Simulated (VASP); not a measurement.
The input files of a VASP run:

INCAR:
```
ALGO  =  Normal
EDIFF  =  1E-6
EDIFFG  =  -0.01
ENCUT  =  480
GGA  =  PE
IBRION  =  2
ISIF  =  3
ISMEAR  =  0
LASPH  =  T
LCHARG  =  F
LMAXMIX  =  4
LREAL  =  F
LWAVE  =  F
NELM  =  100
NSW  =  60
PREC  =  Accurate
SIGMA  =  0.05
SYSTEM  =  ZnS
```

**KPOINTS**
```
kpoints
0
G
  8 8 8
0 0 0
```

File POSCAR:
```
ZnS
1
   -0.0000000000     2.7231490589     2.7231490589
    2.7231490589     0.0000000000     2.7231490589
    2.7231490589     2.7231490589     0.0000000000
Zn S
1 1
Direct
  0.0000000000   0.0000000000   0.0000000000
  0.2500000000   0.2500000000   0.2500000000
```

POTCAR, in this order: Zn S (PBE.64 set). Program: vasp_std.

Problem. Translate this PBE calculation to Ansatz.

Solution. One equivalent input (not run):
Ansatz 0.2 input:
```yaml
crystal:
  lattice:
    - [0.0000000, 2.7231491, 2.7231491]
    - [2.7231491, 0.0000000, 2.7231491]
    - [2.7231491, 2.7231491, 0.0000000]
  atoms:
    - { symbol: Zn, position: [0.0000000, 0.0000000, 0.0000000] }
    - { symbol: S, position: [0.2500000, 0.2500000, 0.2500000] }
kpoints:
  mp_grid: { grid: [8, 8, 8] }
hamiltonian:
  xc: pbe
  pseudopotentials: { kind: paw }
scf:
  occupations: { method: gaussian, width: 0.05 }
  max_iter: 100
relax:
  max_steps: 60
  f_tol: 0.01
  cell: {}
output: { forces: true, stress: true, eigenvalues: true }
```
What does not carry over: each code has its own PAW files, so the cut-off isn't converted (ENCUT is set for VASP's; basis.ecutwfc is left out, and Ansatz then takes the one that its files recommend); Ansatz stops its SCF on the density residual and VASP on the energy change (EDIFF).

The compound is ZnS in the zinc blende structure. It was relaxed first. The start is the result of an earlier pass.
